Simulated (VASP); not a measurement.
Here is the system:

```
CELL_PARAMETERS angstrom
      1.92270    -3.33021     0.00000
      1.92270     3.33021     0.00000
      0.00000     0.00000    12.40320
ATOMIC_POSITIONS crystal
  La 0.00000 0.00000 0.50000
  La 0.00000 0.00000 0.00000
  La 0.33333 0.66667 0.25000
  La 0.66667 0.33333 0.75000
```

These are PBE GGA, VASP's PBE PAW potentials (set 64) (plane waves; VASP) values and carry that method's errors. Numerical set-up: 400 eV cut-off, 4×4×2 Γ-centred mesh, first-order Methfessel-Paxton smearing of 0.10 eV, potentials La.

### Question
Give the stress tensor in GPa (positive for a compressed cell).

### Answer

```
-1.00   0.00   0.00
 0.00  -1.00   0.00
 0.00   0.00  -1.67
```
The pressure is its mean diagonal, -1.22 GPa.

The compound is La in the dhcp structure. The cell was not relaxed at this level. The k-mesh is coarse (spacing up to 0.47 per Å, 2π included), so the numbers may not be converged in it. The run is one of a series of settings (KPOINTS 4×4×2 Γ-centred mesh against the base run), some of them coarse on purpose.
